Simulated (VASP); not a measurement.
Output of a VASP run:

OUTCAR:
```
 ion  position               nearest neighbor table
   1  0.000  0.000  0.000-
  LATTYP: Found a body centered cubic cell.
 ALAT       =     3.8054927480
 Subroutine PRICEL returns:
 Original cell was already a primitive cell.
 Subroutine GETGRP returns: Found 48 space group operations
The static configuration has the point symmetry O_h .
The dynamic configuration has the point symmetry O_h .
 Subroutine INISYM returns: Found 48 space group operations
 Subroutine IBZKPT returns following result:
 Found     29 irreducible k-points:

 Following reciprocal coordinates:
            Coordinates               Weight
  0.000000  0.000000  0.000000      1.000000
  0.125000  0.000000  0.000000     12.000000
  0.250000  0.000000  0.000000     12.000000
  0.375000  0.000000  0.000000     12.000000
  0.500000  0.000000  0.000000      6.000000
  0.125000  0.125000  0.000000     24.000000
  0.250000  0.125000 -0.000000     48.000000
  0.375000  0.125000  0.000000     48.000000
  0.250000  0.250000  0.000000     24.000000
  0.375000  0.250000 -0.000000     24.000000
  0.125000  0.125000  0.125000      8.000000
  0.250000  0.125000  0.125000     24.000000
  0.375000  0.125000  0.125000     12.000000
 -0.125000  0.125000  0.125000      6.000000
  0.250000  0.250000  0.125000     24.000000
 -0.250000  0.250000  0.125000     24.000000
 -0.375000  0.375000  0.125000     24.000000
 -0.250000  0.375000  0.125000     24.000000
  0.500000  0.500000  0.125000     12.000000
 -0.375000  0.500000  0.125000     48.000000
 -0.375000 -0.375000  0.125000      8.000000
  0.250000  0.250000  0.250000      2.000000
 -0.250000  0.250000  0.250000      6.000000
 -0.375000  0.375000  0.250000     24.000000
  0.500000  0.500000  0.250000     12.000000
 -0.375000  0.500000  0.250000     24.000000
 -0.375000  0.375000  0.375000      6.000000
  0.500000  0.500000  0.375000     12.000000
  0.500000  0.500000  0.500000      1.000000
   k-points           NKPTS =     29   k-points in BZ     NKDIM =     29   number of bands    NBANDS=      8
   number of dos      NEDOS =    301   number of ions     NIONS =      1
   total plane-waves  NPLWV =  13824
   dimension x,y,z NGX =    24 NGY =   24 NGZ =   24
   dimension x,y,z NGXF=    48 NGYF=   48 NGZF=   48
   ions per type =               1
   PREC   = accura    normal or accurate (medium, high low for compatibility)
   ISTART =      0    job   : 0-new  1-cont  2-samecut
   ICHARG =      2    charge: 1-file 2-atom 10-const
   ISPIN  =      1    spin polarized calculation?
   LNONCOLLINEAR =      F non collinear calculations
   LSORBIT =      F    spin-orbit coupling
   INIWAV =      1    electr: 0-lowe 1-rand  2-diag
   ENCUT  =  480.0 eV  35.28 Ry    5.94 a.u.   5.89  5.89  5.89*2*pi/ulx,y,z
   NELM   =    100;   NELMIN=  2; NELMDL= -5     # of ELM steps
   EDIFF  = 0.1E-06   stopping-criterion for ELM
   LREAL  =      F    real-space projection
   NLSPLINE    = F    spline interpolate recip. space projectors
   LMAXMIX     =    4 max onsite mixed and CHGCAR
   VOSKOWN=      0    Vosko Wilk Nusair interpolation
   EDIFFG = -.1E-01   stopping-criterion for IOM
   NSW    =     40    number of steps for IOM
   NBLOCK =      1;   KBLOCK =     40    inner block; outer block
   IBRION =      2    ionic relax: 0-MD 1-quasi-New 2-CG
   NFREE  =      1    steps in history (QN), initial steepest desc. (CG)
   ISIF   =      3    stress and relaxation
   ISYM   =      2    0-nonsym 1-usesym 2-fastsym
   TEIN   =    0.0    initial temperature
   TEBEG  =    0.0;   TEEND  =   0.0 temperature during run
   SMASS  =  -3.00    Nose mass-parameter (am)
   PSTRESS=  200.0 pullay stress
   NELECT =       9.0000    total number of electrons
   EFERMI =   0.00;   METHOD = LEGACY
   ISMEAR =     1;   SIGMA  =   0.10  broadening in eV -4-tet -1-fermi 0-gaus
   IALGO  =     38    algorithm
   LDIAG  =      T    sub-space diagonalisation (order eigenvalues)
...
```

**OSZICAR**
```
       N       E                     dE             d eps       ncg     rms          rms(c)
DAV:   1     0.413930782177E+02    0.41393E+02   -0.42549E+03   464   0.900E+02
DAV:   2     0.168772932539E+01   -0.39705E+02   -0.39242E+02   624   0.134E+02
DAV:   3     0.573442987536E+00   -0.11143E+01   -0.11122E+01   512   0.272E+01
DAV:   4     0.569945330420E+00   -0.34977E-02   -0.34977E-02   768   0.148E+00
DAV:   5     0.569944582927E+00   -0.74749E-06   -0.74804E-06   536   0.162E-02    0.140E+00
DAV:   6     0.660574203071E+00    0.90630E-01   -0.10282E-01   496   0.199E+00    0.678E-01
DAV:   7     0.691678002524E+00    0.31104E-01   -0.91291E-02   544   0.189E+00    0.163E-01
DAV:   8     0.692251615593E+00    0.57361E-03   -0.51315E-04   640   0.224E-01    0.241E-02
DAV:   9     0.692249519356E+00   -0.20962E-05   -0.57545E-06   600   0.217E-02    0.988E-03
DAV:  10     0.692253894876E+00    0.43755E-05   -0.59613E-07   656   0.987E-03    0.530E-04
DAV:  11     0.692253940567E+00    0.45691E-07   -0.21853E-08   344   0.116E-03
   1 F= 0.41319662E+01 E0= 0.41319380E+01  d E =0.413197E+01
```

OUTCAR:
```
------------------------ aborting loop because EDIFF is reached ----------------------------------------
  FORCE on cell =-STRESS in cart. coord.  units (eV):
  Direction    XX          YY          ZZ          XY          YZ          ZX
  --------------------------------------------------------------------------------------
  Total        3.4370529      3.4370529      3.4370529     -0.0000000     -0.0000000      0.0000000
  in kB      199.8453737    199.8453737    199.8453737     -0.0000000     -0.0000000      0.0000000
  external PRESSURE =      -0.1546263 kB  Pullay stress =     200.0000000 kB
  volume of cell :       27.56
      direct lattice vectors                 reciprocal lattice vectors
    -1.902746374  1.902746374  1.902746374     0.000000000  0.262778060  0.262778060
     1.902746374 -1.902746374  1.902746374     0.262778060  0.000000000  0.262778060
     1.902746374  1.902746374 -1.902746374     0.262778060  0.262778060  0.000000000
 POSITION                                       TOTAL-FORCE (eV/Angst)
 -----------------------------------------------------------------------------------
      0.00000      0.00000      0.00000         0.000000      0.000000      0.000000
 -----------------------------------------------------------------------------------
    total drift:                                0.000000     -0.000000     -0.000000
  FREE ENERGIE OF THE ION-ELECTRON SYSTEM (eV)
  ---------------------------------------------------
  free  energy   TOTEN  =         0.6922539406 eV

  energy  without entropy=        0.6921692968  energy(sigma->0) =        0.69222573
  enthalpy is  TOTEN    =         4.1319661945 eV   P V=        3.4397122540

 reached required accuracy - stopping structural energy minimisation
```
(Selected blocks of OUTCAR.)

File POSCAR:
```
Cs
1
   -1.9027463740     1.9027463740     1.9027463740
    1.9027463740    -1.9027463740     1.9027463740
    1.9027463740     1.9027463740    -1.9027463740
Cs
1
Direct
  0.0000000000   0.0000000000   1.0000000000
```

Problem. Write an INCAR and KPOINTS that could have produced this output.

Solution. Several could match; the one computed here: the input of the run itself, PBEsol GGA, plane waves, VASP's PBE PAW potentials (set 64).

File KPOINTS:
```
Automatic mesh
0
Gamma
8 8 8
0 0 0
```

**INCAR**
```
LMAXMIX=4   ! l cut-off of mixed one-centre charges
SYSTEM=Cs
IBRION=2
PSTRESS=200   ! kbar
LWAVE=.False.
ISMEAR=1
PREC=Accurate
ENCUT=480
EDIFF=1E-7   ! SCF stop (eV)
ALGO=Normal
LREAL=.False.   ! projection in real space or not
EDIFFG=-0.01   ! ionic stop
ISIF=3   ! ions, shape and volume
NELM=100   ! most electronic steps
NSW=40
LCHARG=.False.
LASPH=.True.
SIGMA=0.1   ! width (eV)
GGA=PS   ! PBEsol
```

POTCAR, in this order: Cs_sv (PBE.64 set). Program: vasp_std.

The compound is Cs in the bcc structure. It was relaxed first under an external pressure of 20 GPa.
